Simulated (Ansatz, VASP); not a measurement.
# KMgF3: VASP beside Ansatz

Aim: how closely do two programs agree when they are given the same cell, functional and k mesh? The cell is taken from a series of runs on this material, whose earlier steps may have relaxed, scaled, displaced or heated it; both programs get it as it stands.

Calculated with Ansatz 0.2.0; plane waves, with VASP 6.6.1 beside it; relaxation of cell and atoms at PBEsol.

## (1) The starting structure

The structure is cubic, space group Pm-3m (No. 221). The conventional cell has a = 3.989 Å, b = 3.989 Å, c = 3.989 Å, α = 90.00°, β = 90.00°, γ = 90.00°. Nearest to K lie 12 F at 2.82 Å. Nearest to Mg lie 6 F at 1.99 Å. F has 2 Mg at 1.99 Å and 4 K at 2.82 Å nearest. Farther neighbours and most contacts between anions are not listed.

## (2) Ansatz: relaxation of cell and atoms, PBEsol

Ansatz runs on norm-conserving files, of PseudoDojo where its log says so.

The relaxed volume is the usual yardstick between codes: in a stiff, nearly cubic crystal its relative difference is about their pressure difference at one cell divided by the bulk modulus.

Input file input.yaml:

```yaml
crystal:
  lattice:
    - [3.9887688568, 0.0, 0.0]
    - [0.0, 3.9887688568, 0.0]
    - [0.0, 0.0, 3.9887688568]
  atoms:
    - { symbol: K, position: [0.5, 0.5, 0.5] }
    - { symbol: Mg, position: [0.0, 0.0, 0.0] }
    - { symbol: F, position: [0.5, 0.0, 0.0] }
    - { symbol: F, position: [0.0, 0.5, 0.0] }
    - { symbol: F, position: [0.0, 0.0, 0.5] }
kpoints:
  mp_grid: { grid: [6, 6, 6] }
hamiltonian:
  xc: pbesol
  pseudopotentials: { kind: nc, accuracy: standard }
scf:
  occupations: { method: fixed }
output:
  forces: true
  stress: true
  eigenvalues: true
relax:
  adjacent_minimum: "off"
  f_tol: 0.001
  max_steps: 60
  cell: { stress_tol: 0.01 }
```

Run with:

```bash
$ ansatz run input.yaml --threads 4 --pin off --max-ram 14336MiB --backend cpu --events-out ev --progress --plain --runs-dir out
```

Numbers of over 12 decimals in the logs are rounded to 6 here.

What it wrote:

```text
Engine: ansatz 0.2.0, aarch64-unknown-linux-gnu
Pseudopotentials: kind: nc
Pseudopotential: K, nc, valence charge 9, recommended cutoff 1006.821291 eV (normal), K.nc.azcp (PseudoDojo's, or run here from an input of PseudoDojo's; its table is named by hamiltonian.pseudopotentials.accuracy)
Pseudopotential: Mg, nc, valence charge 10, recommended cutoff 1142.878222 eV (normal), Mg.nc.azcp (PseudoDojo's, or run here from an input of PseudoDojo's; its table is named by hamiltonian.pseudopotentials.accuracy)
Pseudopotential: F, nc, valence charge 7, recommended cutoff 1142.878222 eV (normal), F.nc.azcp (PseudoDojo's, or run here from an input of PseudoDojo's; its table is named by hamiltonian.pseudopotentials.accuracy)
Functional definition: PBEsol
  exchange = pbesol_x
  correlation = pbesol_c
Crystal: 5 atoms, lattice volume = 63.462 Å³
Basis set: ecut = 1142.878222 eV, 5497 PW (Γ), exchange–correlation on 90×90×90 points (8 copies of the dense FFT grid, shifted against one another)
Bands: 25, of which v1, the nominal top of the filled ones, is band 20 counted from 1 (19 counted from 0)
Symmetry: 48 space group operations
Space group: Pm-3m (ITA 221), of the structure as read, at distance tolerance 4.0e-5 Å
k-points: 20 of 216
Non-local potential: K, projectors of the file, l = 0: 2, l = 1: 2, l = 2: 2
Non-local potential: Mg, projectors of the file, l = 0: 2, l = 1: 2
Non-local potential: F, projectors of the file, l = 0: 2, l = 1: 2, l = 2: 1
Initial density: superposition of atomic densities (chi_scale 0.1, normalization cell, long waves kept (reshape's long-wave potential 0.00 eV rms))
Initial wavefunctions: pseudopotential atomic-orbital guess
Functional: x = pbesol(κ = 0.804, μ = 0.123457), c = pbesol(β = 0.046)
SCF iter   1: F=—  HF=-4448.820715 eV  |F-HF|=—  |Δ(HF+E_count)|=         —  Δρ=1.54e-1  dr2=1.10e1  ethr=3.10e-3  ⟨swp⟩=7.3  Hψ=2272  notcnv=0  defer=48
preconditioner: auto → Resta (q_TF=auto, 2.526 Å⁻¹)  ε∞=3.6  [insulator: Δε(μ)=4.745 eV  Ē_g=15.838 eV  n_scr=18 (ndim 8)  ℏωp=25.5 eV  f_vac=0.000  ε∞_Penn≈3.6]
SCF iter   2: F=—  HF=-4445.014487 eV  |F-HF|=—  |Δ(HF+E_count)|=    3.81e0  Δρ=4.52e-2  dr2=1.21e0  ethr=3.10e-3  ⟨swp⟩=4.3  Hψ=1282  notcnv=0  defer=45
SCF iter   3: F=—  HF=-4444.505378 eV  |F-HF|=—  |Δ(HF+E_count)|=   5.09e-1  Δρ=1.90e-2  dr2=2.65e-1  ethr=3.02e-3  ⟨swp⟩=3.3  Hψ=892  notcnv=0  defer=43
SCF iter   4: F=—  HF=-4444.402581 eV  |F-HF|=—  |Δ(HF+E_count)|=   1.03e-1  Δρ=6.26e-3  dr2=1.45e-2  ethr=6.63e-4  ⟨swp⟩=3.8  Hψ=1149  notcnv=0  defer=51
SCF iter   5: F=—  HF=-4444.404928 eV  |F-HF|=—  |Δ(HF+E_count)|=   2.35e-3  Δρ=1.01e-3  dr2=3.09e-4  ethr=3.61e-5  ⟨swp⟩=3.1  Hψ=996  notcnv=0  defer=53
SCF iter   6: F=—  HF=-4444.405105 eV  |F-HF|=—  |Δ(HF+E_count)|=   1.78e-4  Δρ=2.32e-4  dr2=1.11e-5  ethr=7.72e-7  ⟨swp⟩=2.0  Hψ=943  notcnv=0  defer=54
SCF iter   7: F=—  HF=-4444.404777 eV  |F-HF|=—  |Δ(HF+E_count)|=   3.28e-4  Δρ=3.01e-5  dr2=4.10e-7  ethr=2.79e-8  ⟨swp⟩=2.1  Hψ=784  notcnv=0  defer=47
SCF iter   8: F=-4444.404777 eV  HF=-4444.404777 eV  |F-HF|=4.32e-9  |Δ(HF+E_count)|=   3.81e-7  Δρ=4.65e-6  dr2=1.28e-8  ethr=2.50e-10  ⟨swp⟩=15.6  Hψ=3465  notcnv=0
SCF 1 converged in 8 iterations: F = -4444.404777 eV  dr2 = 1.28e-8
relax step   1: F+E_penalty+E_count = -4444.40477737 eV  Δ(F+E_penalty+E_count) = +0.000e0 eV  max|allowed force component| = 1.909e-28 eV/Å  Δτ_max = 0.0000 Å  P = +0.002 GPa  Ω = 63.462 Å³  (8 SCF iters, dr2 threshold 1.00e-7 eV, accepted)
Initial density: handed on by an earlier stage of this run
Initial wavefunctions: pseudopotential atomic-orbital guess (no wavefunctions were taken with the density)
iter 1 solved again at ethr=2.16e-7 eV; its pass at ethr=3.10e-3 eV (dr2=8.66e-5 eV) is discarded
SCF iter   1: F=—  HF=-4444.405107 eV  |F-HF|=—  |Δ(HF+E_count)|=         —  Δρ=6.77e-6  dr2=1.69e-8  ethr=2.16e-7  ⟨swp⟩=4.0  Hψ=3798  notcnv=0  defer=57
eigensolver tolerance schedule: the retry pair's looser diagonalisation over-reported the residual by 5122.12 of it (diagonalisation noise at 0.56 of the residual, at the tolerance the schedule requests for it); recorded, not acted on — ethr = c·dr2/N_el stays at c = 1.0e-1
preconditioner: auto → Resta (q_TF=auto, 2.526 Å⁻¹)  ε∞=2.9  [insulator: Δε(μ)=7.149 eV  Ē_g=19.149 eV  n_scr=18 (ndim 8)  ℏωp=26.4 eV  f_vac=0.030  ε∞_Penn≈2.9]
SCF iter   2: F=—  HF=-4444.404777 eV  |F-HF|=—  |Δ(HF+E_count)|=   3.30e-4  Δρ=4.06e-6  dr2=6.12e-9  ethr=4.22e-11  ⟨swp⟩=4.0  Hψ=1407  notcnv=0  defer=54
SCF iter   3: F=—  HF=-4444.404777 eV  |F-HF|=—  |Δ(HF+E_count)|=   1.98e-9  Δρ=1.77e-6  dr2=1.98e-9  ethr=1.53e-11  ⟨swp⟩=2.5  Hψ=756  notcnv=0  defer=54
SCF iter   4: F=—  HF=-4444.404777 eV  |F-HF|=—  |Δ(HF+E_count)|=  9.30e-10  Δρ=1.06e-6  dr2=1.28e-10  ethr=4.95e-12  ⟨swp⟩=2.8  Hψ=965  notcnv=0  defer=54
SCF iter   5: F=—  HF=-4444.404777 eV  |F-HF|=—  |Δ(HF+E_count)|=  1.12e-10  Δρ=4.00e-7  dr2=1.44e-11  ethr=1.00e-12  ⟨swp⟩=1.0  Hψ=480  notcnv=0  defer=54
SCF iter   6: F=-4444.404777 eV  HF=-4444.404777 eV  |F-HF|=0.00e0  |Δ(HF+E_count)|=  2.73e-11  Δρ=2.91e-8  dr2=7.80e-14  ethr=1.00e-12  ⟨swp⟩=15.8  Hψ=3821  notcnv=0
SCF 2 converged in 6 iterations: F = -4444.404777 eV  dr2 = 7.80e-14
relax step   2: F+E_penalty+E_count = -4444.40477737 eV  Δ(F+E_penalty+E_count) = -3.014e-9 eV  max|allowed force component| = 1.851e-28 eV/Å  Δτ_max = 0.0000 Å  P = +0.002 GPa  Ω = 63.462 Å³  stress off target by 2.14e-3 GPa  SCF on the basis re-selected at this cell (its energy is not comparable with the rows above)  (6 SCF iters)
basis re-selected at this cell: Δ(F+E_penalty+E_count) = -3.014e-9 eV, ΔP = -0.000 GPa vs the last step (what re-selecting the basis moved, of the pressure what is left beyond the Pulay correction that the steps carried, after the strain that the cell walked since its last selection, with what the two solves' SCF thresholds leave and, on support functions, any second-order correction that the steps lacked; it is no m [...]
SCF converged after 6 iterations
Free energy (F): -4444.404777 eV
Harris-Foulkes:  -4444.404777 eV  (|F-HF|=0.00e0)
Internal energy: -4444.404777 eV  (E = F + TS)
E sigma→0 (E₀):  -4444.404777 eV
Fermi energy:    2.757408 eV
--- Per-component energies (eV) ---
  E_band       = -500.538110
  E_kinetic    = 2528.790209
  E_local      = -4164.300924  (includes V_loc(G=0)·N_el)
  E_nonlocal   = -594.496366
  E_hartree    = 1337.670097
  E_xc         = -832.387732
  E_vxc        = -945.871228  (∫ρ·V_xc dr)
  E_ewald      = -2719.680061
  E_smearing   = -0.000000  (= −TS)
  E_closure    = 0.000000  (closes the sum)
  Σ components = -4444.404777   (vs F -4444.404777, Δ=0.00e0)
--- Forces (eV/Å), atoms counted from 1 ---
  atom   1  K      0.00000000     0.00000000     0.00000000
  atom   2  Mg    -0.00000000     0.00000000     0.00000000
  atom   3  F     -0.00000000    -0.00000000    -0.00000000
  atom   4  F      0.00000000     0.00000000     0.00000000
  atom   5  F      0.00000000     0.00000000     0.00000000
  max |Σ_I F_I| component: 6.73e-28 eV/Å
--- Stress (GPa, compression-positive) ---
        0.002139       0.000000       0.000000
        0.000000       0.002139       0.000000
        0.000000       0.000000       0.002139
  P = ⅓ Tr σ = 0.0021 GPa (0.021 kbar)
--- Band table (eV; the first three rows and the last of 20) ---
  k-point 0: bands = [... 16 lower, 2.1298, 2.4295, 2.4295, 2.4295, 9.9066, 12.7329, 12.7329, 14.9008, ... 1 higher]
  k-point 1: bands = [... 16 lower, 2.0730, 2.1683, 2.3761, 2.3761, 10.3904, 12.9785, 13.0194, 15.0286, ... 1 higher]
  k-point 2: bands = [... 16 lower, 1.9541, 1.9541, 2.2722, 2.2722, 11.5699, 13.4637, 13.4982, 15.3210, ... 1 higher]
  k-point 19: bands = [... 16 lower, 1.6296, 2.7574, 2.7574, 2.7574, 13.0913, 13.0913, 13.0913, 16.5853, ... 1 higher]
--- Relaxed structure (1 steps of the walk, 1 accepted, 1 SCFs on fresh bases) ---
  F+E_penalty+E_count = -4444.40477737 eV   max|allowed force component| = 1.851e-28 eV/Å   (the final SCF, on the basis selected at the relaxed cell)
  cell:  # Å, volume = 63.4624 Å³
    - [3.9887688568, 0.0, 0.0]
    - [0.0, 3.9887688568, 0.0]
    - [0.0, 0.0, 3.9887688568]
  atoms:
    - { symbol: K, position: [0.500000, 0.500000, 0.500000] }
    - { symbol: Mg, position: [0.0, 0.0, 0.0] }
    - { symbol: F, position: [0.500000, 0.0, 0.0] }
    - { symbol: F, position: [0.0, 0.500000, 0.0] }
    - { symbol: F, position: [0.0, 0.0, 0.500000] }
```

Reading the cycles: dr2 is the Hartree energy of the density residual (eV), the measure of convergence; HF is the Harris–Foulkes estimate of the energy, which meets the free energy F at convergence.

## (3) VASP: relaxation of cell and atoms, PBEsol

The same cell, functional and mesh now go to VASP, with its own data sets.

Lines of VASP's logs that name or quote its potential files are left out, and so is its time.

Input file INCAR:

```
SYSTEM = KMgF3
PREC = Accurate
ENCUT = 600
EDIFF = 1E-07
NELM = 120
ISMEAR = 0
SIGMA = 0.01
LREAL = .FALSE.
ALGO = Normal
GGA = PS
NBANDS = 22
LORBIT = 11
LWAVE = .FALSE.
LCHARG = .FALSE.
ISIF = 3
IBRION = 2
NSW = 80
EDIFFG = -0.005
LASPH = .TRUE.
GGA_COMPAT = .FALSE.
NELMIN = 4
EFERMI = MIDGAP
KPAR = 2
```

Input file POSCAR:

```
KMgF3
1.0
    3.9887690000      0.0000000000      0.0000000000
    0.0000000000      3.9887690000      0.0000000000
    0.0000000000      0.0000000000      3.9887690000
K Mg F
1 1 3
Direct
    0.4999998746      0.4999998746      0.4999998746
    0.9999998746      0.9999998746      0.9999998746
    0.4999998746      0.9999998746      0.9999998746
    0.9999998746      0.4999998746      0.9999998746
    0.9999998746      0.9999998746      0.4999998746
```

Input file KPOINTS:

```
Automatic mesh
0
Gamma
6 6 6
0 0 0
```

Potentials, in the order of the species: K_sv, Mg and F (PBE family, release 64).

Run with:

```bash
$ mpirun -np 2 vasp_std
```

What it wrote:

```text
[banner, memory and clock lines left out]
running    2 mpi-ranks, on    1 nodes
 distrk:  each k-point on    1 cores,    2 groups
 distr:  one band on    1 cores,    1 groups

 POSCAR found type information on POSCAR K MgF
 POSCAR found :  3 types and       5 ions
|                                                                             |
|               ----> ADVICE to this user running VASP <----                  |
|                                                                             |
|     You enforced a specific xc type in the INCAR file but a different       |
|     [... a line on the potential file left out ...]
|     I HOPE YOU KNOW WHAT YOU ARE DOING!                                     |
|                                                                             |

 LDA part: xc-table for (Slater+PW92), standard interpolation
 POSCAR, INCAR and KPOINTS ok, starting setup
 FFT: planning ... GRIDC
 FFT: planning ... GRID_SOFT
 FFT: planning ... GRID
 WAVECAR not read
 entering main loop
       N       E                     dE             d eps       ncg     rms          rms(c)
DAV:   1     0.251003229802E+03    0.25100E+03   -0.19072E+04   920   0.156E+03
DAV:   2    -0.137622431803E+02   -0.26477E+03   -0.25325E+03  1134   0.383E+02
DAV:   3    -0.265047439148E+02   -0.12743E+02   -0.12693E+02  1172   0.804E+01
DAV:   4    -0.271368798788E+02   -0.63214E+00   -0.63153E+00  1424   0.105E+01
DAV:   5    -0.271393475737E+02   -0.24677E-02   -0.24677E-02  1110   0.747E-01    0.812E+00
DAV:   6    -0.253067952029E+02    0.18326E+01   -0.65883E+00  1006   0.190E+01    0.395E+00
DAV:   7    -0.252803917306E+02    0.26403E-01   -0.19813E-01  1182   0.288E+00    0.242E+00
DAV:   8    -0.252706359660E+02    0.97558E-02   -0.70042E-02  1076   0.265E+00    0.304E-01
DAV:   9    -0.252702018625E+02    0.43410E-03   -0.17214E-02  1122   0.933E-01    0.148E-01
DAV:  10    -0.252702169195E+02   -0.15057E-04   -0.14093E-03  1166   0.270E-01    0.992E-02
DAV:  11    -0.252702129914E+02    0.39280E-05   -0.25806E-05  1092   0.437E-02    0.576E-02
DAV:  12    -0.252702095739E+02    0.34175E-05   -0.10753E-04   940   0.822E-02    0.101E-02
DAV:  13    -0.252702097769E+02   -0.20293E-06   -0.48748E-06  1166   0.147E-02    0.395E-03
DAV:  14    -0.252702096392E+02    0.13763E-06   -0.72275E-07  1044   0.571E-03    0.237E-03
DAV:  15    -0.252702094981E+02    0.14110E-06   -0.18691E-07   868   0.334E-03    0.797E-04
DAV:  16    -0.252702095195E+02   -0.21348E-07   -0.14771E-08   512   0.894E-04
   1 F= -.25270210E+02 E0= -.25270210E+02  d E =-.252702E+02
 curvature:   0.00 expect dE= 0.000E+00 dE for cont linesearch  0.000E+00
 trial: gam= 0.00000 g(F)=  0.000E+00 g(S)=  0.479E-03 ort = 0.000E+00 (trialstep = 0.100E+01)
 search vector abs. value=  0.479E-03
 bond charge predicted
       N       E                     dE             d eps       ncg     rms          rms(c)
DAV:   1    -0.252748670971E+02   -0.46576E-02   -0.83256E-02   964   0.255E+00    0.521E-01
DAV:   2    -0.252707448357E+02    0.41223E-02   -0.17659E-02   958   0.101E+00    0.999E-02
DAV:   3    -0.252705155308E+02    0.22930E-03   -0.39832E-04  1214   0.163E-01    0.602E-02
DAV:   4    -0.252704737113E+02    0.41819E-04   -0.16410E-04  1540   0.695E-02    0.467E-02
DAV:   5    -0.252704817322E+02   -0.80209E-05   -0.13080E-05  1394   0.238E-02    0.571E-03
DAV:   6    -0.252704822583E+02   -0.52610E-06   -0.55064E-06  1468   0.170E-02    0.255E-03
DAV:   7    -0.252704828349E+02   -0.57655E-06   -0.50228E-07  1012   0.373E-03    0.635E-04
DAV:   8    -0.252704829224E+02   -0.87528E-07   -0.13094E-08   560   0.836E-04
   2 F= -.25270483E+02 E0= -.25270483E+02  d E =-.273403E-03
 trial-energy change:   -0.000273  1 .order   -0.000275   -0.000479   -0.000072
 step:   1.1825(harm=  1.1765)  dis= 0.00000  next Energy=   -25.270489 (dE=-0.280E-03)
 reached required accuracy - stopping structural energy minimisation
```

[end of part 1 of 2]

[Lines on the potential files, build, host, timing and source positions are cut from VASP's logs without a mark.]

[Logs are printed without paths, hosts, clocks, repeated set-up lines and the standing remarks that a program may print on its own settings, such as how far it seeks lower states.]

[Hosts, paths, dates, database ids (printed as entryN), source tags and the programs' standing remarks are cut or masked in the printed files.]
